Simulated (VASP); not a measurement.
Crystal: HfMg3.

```xyz
4
Lattice="4.4334 0.0000 0.0000 0.0000 4.4334 0.0000 0.0000 0.0000 4.4334" Properties=species:S:1:pos:R:3 pbc="T T T"
Hf    0.0000    0.0000    0.0000
Mg    0.0000    2.2167    2.2167
Mg    2.2167    0.0000    2.2167
Mg    2.2167    2.2167    0.0000
```

The cell comes from a database or a generator and needn't be the stable form of this composition.

```yaml
Program: VASP 6.6.1
Task: single point
Functional: PBE
Potentials_or_basis: VASP PAW PBE potentials, release 64 (Hf_pv, Mg)
Cutoff: 520 eV
k_mesh: 6 × 6 × 6
Occupations: fermi-dirac, width 0.05 eV
Spin: no spin polarisation
```

On this cell: pressure -0.1 GPa; largest force zero by symmetry; band gap on the k mesh none (metal or under the smearing width).

The same run follows on a disturbed copy (atoms moved at random, drawn with an rms of 0.05 Å):

```
Hf Mg
1.0
     4.43338    0.00000    0.00000
     0.00000    4.43338    0.00000
     0.00000    0.00000    4.43338
Hf Mg
1 3
Direct
  0.99119 0.99118 0.00796
  0.00728 0.50521 0.50648
  0.50819 0.98509 0.50461
  0.50165 0.50086 0.00051
```

Q: What does the disturbed cell give?

A: The energy (extrapolated to zero smearing) moves by +8.3 meV/atom; pressure 0.1 GPa; largest force 0.500 eV/Å; band gap on the k mesh none (metal or under the smearing width).

Forces on the atoms (eV/Å):
```
Hf   0.408  0.274 -0.091
Mg  -0.093 -0.308 -0.021
Mg  -0.224  0.253  0.018
Mg  -0.091 -0.219  0.094
```

Stress tensor (GPa, compression positive):
```
 0.10  0.05 -0.01
 0.05  0.03 -0.03
-0.01 -0.03  0.15
```
